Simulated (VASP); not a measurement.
# YTe (Fm-3m) in VASP: single point with LDA

Aim: the single point of YTe with LDA.

All numbers are computed with VASP 6.6.1; they aren't measurements. Logs are shortened: lines on timing, memory, paths and dates and some standing lists are left out, and cuts for length are marked.

## Step 1: Starting point

The structure is cubic, space group Fm-3m (No. 225). The conventional cell has a = 6.095 Å, b = 6.095 Å, c = 6.095 Å, α = 90.00°, β = 90.00°, γ = 90.00°. Y (site symmetry m-3m) has 6 Te at 3.05 Å as nearest neighbours. Te (site symmetry m-3m) is surrounded by 6 Y at 3.05 Å.

## Step 2: Single point, LDA

INCAR reads:

```
PREC = Accurate ; ENCUT = 520
EDIFF = 1E-6 ; ISMEAR = 0
SIGMA = 0.1 ; LREAL = F
LASPH = T ; NELM = 100
ALGO = Fast ; ISIF = 2
LWAVE = F ; LCHARG = F
GGA = CA ; NBANDS = 16
```

KPOINTS reads:

```
regular mesh
0
Gamma
  6 6 6
```

POSCAR reads:

```
YTe
1.0
    0.0000000000      3.0475000000      3.0475000000
    3.0475000000      0.0000000000      3.0475000000
    3.0475000000      3.0475000000      0.0000000000
Y Te
1 1
Direct
    0.0000000000      0.0000000000      0.0000000000
    0.5000000000      0.5000000000      0.5000000000
```

Potentials or basis: VASP PAW LDA potentials, release 64 (Y_sv, Te).

On the command line:

```
cat potpaw_LDA.64/Y_sv/POTCAR potpaw_LDA.64/Te/POTCAR > POTCAR
mpirun -np 1 vasp_std > vasp.out
```

OUTCAR:

```text
PREC = Accurate
   ENCUT = 520
   EDIFF = 1E-6
   ISMEAR = 0
   LREAL = F
   LASPH = T
   NELM = 100
   ISIF = 2
   GGA = CA

 ion  position               nearest neighbor table
   1  0.000  0.000  0.000-   2 3.05   2 3.05   2 3.05   2 3.05   2 3.05   2 3.05
   2  0.500  0.500  0.500-   1 3.05   1 3.05   1 3.05   1 3.05   1 3.05   1 3.05

  LATTYP: Found a face centered cubic cell.
 ALAT       =     6.0950000000

  Lattice vectors:

 A1 = (   0.0000000000,   3.0475000000,   3.0475000000)
 A2 = (   3.0475000000,   0.0000000000,   3.0475000000)
 A3 = (   3.0475000000,   3.0475000000,   0.0000000000)

Analysis of symmetry for initial positions (statically):
=====================================================================
 Subroutine PRICEL returns:
 Original cell was already a primitive cell.

 Routine SETGRP: Setting up the symmetry group for a
 face centered cubic supercell.

 Subroutine GETGRP returns: Found 48 space group operations
 (whereof 48 operations were pure point group operations)
 out of a pool of 48 trial point group operations.

The static configuration has the point symmetry O_h .

Analysis of symmetry for dynamics (positions and initial velocities):
=====================================================================
 Subroutine PRICEL returns:
 Original cell was already a primitive cell.

 Routine SETGRP: Setting up the symmetry group for a
 face centered cubic supercell.

 Subroutine GETGRP returns: Found 48 space group operations
 (whereof 48 operations were pure point group operations)
 out of a pool of 48 trial point group operations.

The dynamic configuration has the point symmetry O_h .

 Subroutine INISYM returns: Found 48 space group operations
 (whereof 48 operations are pure point group operations),
 and found     1 'primitive' translations

----------------------------------------------------------------------------------------

                                     Primitive cell

  volume of cell :      56.6058

  direct lattice vectors                    reciprocal lattice vectors
     0.000000000  3.047500000  3.047500000    -0.164068909  0.164068909  0.164068909
     3.047500000  0.000000000  3.047500000     0.164068909 -0.164068909  0.164068909
     3.047500000  3.047500000  0.000000000     0.164068909  0.164068909 -0.164068909

  length of vectors
     4.309815831  4.309815831  4.309815831     0.284175686  0.284175686  0.284175686

  position of ions in fractional coordinates (direct lattice)
     0.000000000  0.000000000  0.000000000
     0.500000000  0.500000000  0.500000000

  ion indices of the primitive-cell ions
   primitive index   ion index
                 1           1
                 2           2

----------------------------------------------------------------------------------------

 KPOINTS: regular mesh

Automatic generation of k-mesh.
 Grid dimensions read from file:
 generate k-points for:    6    6    6

 Generating k-lattice:

  Cartesian coordinates                     Fractional coordinates (reciprocal lattice)
    -0.027344818  0.027344818  0.027344818     0.166666667  0.000000000  0.000000000
     0.027344818 -0.027344818  0.027344818     0.000000000  0.166666667  0.000000000
     0.027344818  0.027344818 -0.027344818     0.000000000  0.000000000  0.166666667

  Length of vectors
     0.047362614  0.047362614  0.047362614

  Shift w.r.t. Gamma in fractional coordinates (k-lattice)
     0.000000000  0.000000000  0.000000000

 Subroutine IBZKPT returns following result:
 ===========================================

 Found     16 irreducible k-points:

 Following reciprocal coordinates:
            Coordinates               Weight
  0.000000  0.000000  0.000000      1.000000
  0.166667  0.000000  0.000000      8.000000
  0.333333  0.000000  0.000000      8.000000
  0.500000  0.000000  0.000000      4.000000
  0.166667  0.166667  0.000000      6.000000
  0.333333  0.166667  0.000000     24.000000
[... 8 lines left out ...]
 -0.333333  0.333333  0.166667     24.000000
 -0.333333  0.500000  0.166667     12.000000
   k-points           NKPTS =     16   k-points in BZ     NKDIM =     16   number of bands    NBANDS=     16
   number of dos      NEDOS =    301   number of ions     NIONS =      2
   total plane-waves  NPLWV =  32768
   dimension x,y,z NGX =    32 NGY =   32 NGZ =   32
   dimension x,y,z NGXF=    64 NGYF=   64 NGZF=   64
   ions per type =               1   1
   NGX,Y,Z   is equivalent  to a cutoff of  12.34, 12.34, 12.34 a.u.
   NGXF,Y,Z  is equivalent  to a cutoff of  24.69, 24.69, 24.69 a.u.
 SYSTEM =  unknown system
   PREC   = accura    normal or accurate (medium, high low for compatibility)
   ISTART =      0    job   : 0-new  1-cont  2-samecut
   ICHARG =      2    charge: 1-file 2-atom 10-const
   ISPIN  =      1    spin polarized calculation?
   LNONCOLLINEAR =      F non collinear calculations
   LSORBIT =      F    spin-orbit coupling
   LASPH  =      T    aspherical Exc in radial PAW
   ENCUT  =  520.0 eV  38.22 Ry    6.18 a.u.   8.01  8.01  8.01*2*pi/ulx,y,z
   NELM   =    100;   NELMIN=  2; NELMDL= -5     # of ELM steps
   EDIFF  = 0.1E-05   stopping-criterion for ELM
   LREAL  =      F    real-space projection
   EDIFFG = 0.1E-04   stopping-criterion for IOM
   NSW    =      0    number of steps for IOM
   IBRION =     -1    ionic relax: 0-MD 1-quasi-New 2-CG
   NFREE  =      0    steps in history (QN), initial steepest desc. (CG)
   ISIF   =      2    stress and relaxation
   ISYM   =      2    0-nonsym 1-usesym 2-fastsym
   POTIM  = 0.5000    time-step for ionic-motion
   TEBEG  =    0.0;   TEEND  =   0.0 temperature during run
   PSTRESS=    0.0 pullay stress
   NELECT =      17.0000    total number of electrons
   NUPDOWN=      -1.0000    fix difference up-down
   EMIN   =  10.00;   EMAX   =-10.00  energy-range for DOS
   EFERMI =   0.00;   METHOD = LEGACY
   ISMEAR =     0;   SIGMA  =   0.10  broadening in eV -4-tet -1-fermi 0-gaus
   EFERMI_NEDOS =   21; number of points for ismear=-14 and -15
   IALGO  =     68    algorithm
   IMIX   =      4    mixing-type and parameters
     AMIX     =   0.40;   BMIX     =  1.00
     AMIX_MAG =   1.60;   BMIX_MAG =  1.00
  volume/ion in A,a.u.               =      28.30       191.00
  Fermi-wavevector in a.u.,A,eV,Ry     =   1.096320  2.071745 16.353088  1.201918
  Thomas-Fermi vector in A             =   2.232660
   LORBIT       =      0    0 simple, 1 ext, 2 COOP (PROOUT), +10 PAW based schemes
   GGA     = CA    functional components
   LHFCALC =     F    Hartree Fock is set to
   AEXX    =    0.0000 exact exchange contribution
   IVDW    =     0    specifies the selected vdW correction
   LEPSILON=     F    determine dielectric tensor
   LRPA    =     F    only Hartree local field effects (RPA)
 non-spin polarized calculation
 RMM-DIIS sequential band-by-band and
 Gauss-broadening in eV      SIGMA  =   0.10
  energy-cutoff  :      520.00
  volume of cell :       56.61
 maximum number of plane-waves:      1536
   NGX = 17   NGY = 17   NGZ = 17

 number of electron      17.0000001 magnetization

 Free energy of the ion-electron system (eV)
  ---------------------------------------------------
  ext. energy  EPLUGINS =         0.00000000
  ---------------------------------------------------
  free energy    TOTEN  =       -13.58107989 eV

  energy without entropy =      -13.57632130  energy(sigma->0) =      -13.57870059

 E-fermi :   6.8804     XC(G=0): -10.1207

 val. band max:        6.8737409813   @ k =   0.1667   0.0000   0.0000
 cond. band min:       6.9633056234   @ k =   0.1667   0.0000   0.0000
 fundamental gap:      0.0895646421
 Fermi energy:         6.8803748560

 k-point     1 :       0.0000    0.0000    0.0000
  band No.  band energies     occupation
      1     -36.6770      2.00000
      2     -16.7968      2.00000
      3     -16.7968      2.00000
      4     -16.7968      2.00000
      5      -6.3944      2.00000
      6       4.6894      2.00000
[... 8 lines left out ...]
     15      12.1584      0.00000
     16      17.2375      0.00000

 k-point     2 :       0.1667    0.0000    0.0000
  band No.  band energies     occupation
      1     -36.6752      2.00000
      2     -16.8342      2.00000
      3     -16.7983      2.00000
      4     -16.7983      2.00000
      5      -6.1512      2.00000
      6       3.1443      2.00000
[... 8 lines left out ...]
     15      12.9292      0.00000
     16      14.8425      0.00000

 k-point     3 :       0.3333    0.0000    0.0000
  band No.  band energies     occupation
      1     -36.6717      2.00000
      2     -16.9070      2.00000
      3     -16.8012      2.00000
      4     -16.8012      2.00000
      5      -5.5914      2.00000
      6       1.3023      2.00000
[... 8 lines left out ...]
     15      13.1675      0.00000
     16      13.1676      0.00000

 k-point     4 :       0.5000    0.0000    0.0000
  band No.  band energies     occupation
      1     -36.6700      2.00000
      2     -16.9425      2.00000
      3     -16.8027      2.00000
      4     -16.8027      2.00000
      5      -5.2546      2.00000
      6       0.5271      2.00000
[... 8 lines left out ...]
     15      12.2359      0.00000
     16      12.2359      0.00000
[... 172 lines left out ...]
 k-point    14 :       0.5000    0.3333    0.1667
  band No.  band energies     occupation
      1     -36.6692      2.00000
      2     -16.8946      2.00000
      3     -16.8442      2.00000
      4     -16.8170      2.00000
      5      -5.4801      2.00000
      6       1.4322      2.00000
[... 8 lines left out ...]
     15      12.6554      0.00000
     16      13.4338      0.00000

 k-point    15 :      -0.3333    0.3333    0.1667
  band No.  band energies     occupation
      1     -36.6680      2.00000
      2     -16.8992      2.00000
      3     -16.8553      2.00000
      4     -16.8255      2.00000
      5      -5.3582      2.00000
      6       1.4663      2.00000
[... 8 lines left out ...]
     15      13.2792      0.00000
     16      13.9370      0.00000

 k-point    16 :      -0.3333    0.5000    0.1667
  band No.  band energies     occupation
      1     -36.6674      2.00000
      2     -16.8889      2.00000
      3     -16.8567      2.00000
      4     -16.8440      2.00000
      5      -5.4393      2.00000
      6       1.9739      2.00000
[... 8 lines left out ...]
     15      13.7389      0.00000
     16      14.3373      0.00000

------------------------ aborting loop because EDIFF is reached ----------------------------------------

  FORCE on cell =-STRESS in cart. coord.  units (eV):
  Direction    XX          YY          ZZ          XY          YZ          ZX
  --------------------------------------------------------------------------------------
  -------------------------------------------------------------------------------------
  Total       -0.7394862     -0.7394862     -0.7394862      0.0000000      0.0000000      0.0000000
  in kB      -20.9304950    -20.9304950    -20.9304950      0.0000000      0.0000000      0.0000000
  external PRESSURE =     -20.9304950 kB  Pullay stress =       0.0000000 kB

 VOLUME and BASIS-vectors are now :
 -----------------------------------------------------------------------------
  energy-cutoff  :      520.00
  volume of cell :       56.61
      direct lattice vectors                 reciprocal lattice vectors
     0.000000000  3.047500000  3.047500000    -0.164068909  0.164068909  0.164068909
     3.047500000  0.000000000  3.047500000     0.164068909 -0.164068909  0.164068909
     3.047500000  3.047500000  0.000000000     0.164068909  0.164068909 -0.164068909

 POSITION                                       TOTAL-FORCE (eV/Angst)
 -----------------------------------------------------------------------------------
      0.00000      0.00000      0.00000         0.000000     -0.000000      0.000000
      3.04750      3.04750      3.04750         0.000000      0.000000     -0.000000
 -----------------------------------------------------------------------------------
    total drift:                                0.000000     -0.000000     -0.000000

  FREE ENERGIE OF THE ION-ELECTRON SYSTEM (eV)
  ---------------------------------------------------
  free  energy   TOTEN  =       -13.5810798900 eV

  energy  without entropy=      -13.5763212972  energy(sigma->0) =      -13.57870059
```

Wall time 13 s (1 thread of AMD EPYC 9R45 (Zen 5), shared host); peak memory 0.14 GiB.

What came out:

* Free energy: -13.5811 eV
* Pressure: -2.1 GPa
* Band gap on the k mesh: none (metal or under the smearing width)
